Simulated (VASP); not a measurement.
An input for Ansatz (written as the equivalent of a VASP run, and not itself run):

Ansatz 0.2 input:
```yaml
crystal:
  lattice:
    - [3.4665155, 0.0000000, 0.0000000]
    - [0.0000000, 3.4665155, 0.0000000]
    - [0.0000000, 0.0000000, 5.9851186]
  atoms:
    - { symbol: Ni, position: [0.0000000, 0.5000000, 0.0000000] }
    - { symbol: Ni, position: [0.5000000, 1.0000000, 0.5000000] }
    - { symbol: Se, position: [0.0000000, 1.0000000, 0.2500000] }
    - { symbol: Se, position: [0.0000000, 0.0000000, 0.7500000] }
kpoints:
  mp_grid: { grid: [8, 8, 6] }
hamiltonian:
  xc: pbesol
  pseudopotentials: { kind: paw }
scf:
  occupations: { method: methfessel_paxton, width: 0.1 }
  max_iter: 100
relax:
  max_steps: 40
  f_tol: 0.01
  cell: { p_target: 1 }
output: { forces: true, stress: true, eigenvalues: true }
```

Translate this input to VASP (INCAR, KPOINTS, POSCAR, choice of POTCAR).

Several could match; the one computed here: 
INCAR:
```
SYSTEM = NiSe
PREC = Accurate
ENCUT = 480
EDIFF = 1E-7
NELM = 100
ALGO = Normal
LREAL = .FALSE.
LASPH = .TRUE.
ISMEAR = 1
SIGMA = 0.1
GGA = PS
LMAXMIX = 4
LWAVE = .FALSE.
LCHARG = .FALSE.
ISIF = 3
IBRION = 2
NSW = 40
EDIFFG = -0.01
PSTRESS = 10
```

**POSCAR**
```
NiSe
1
    3.4665154807     0.0000000000     0.0000000000
    0.0000000000     3.4665154807     0.0000000000
    0.0000000000     0.0000000000     5.9851186067
Ni Se
2 2
Direct
  0.0000000000   0.5000000000   0.0000000000
  0.5000000000   1.0000000000   0.5000000000
  0.0000000000   1.0000000000   0.2500000000
  0.0000000000   0.0000000000   0.7500000000
```

**KPOINTS**
```
kpoints
0
gamma
8 8 6
0 0 0
```

POTCAR, in this order: Ni Se (PBE.64 set). Program: vasp_std.

Limits of the translation: each code has its own PAW files, so the cut-off isn't converted (ENCUT is set for VASP's; basis.ecutwfc is left out, and Ansatz then takes the one that its files recommend); Ansatz stops its SCF on the density residual and VASP on the energy change (EDIFF).

The structure was generated: NiSe was put into the PtS type (P4_2/mmc), which need not be its known phase. It was relaxed first under an external pressure of 1 GPa.
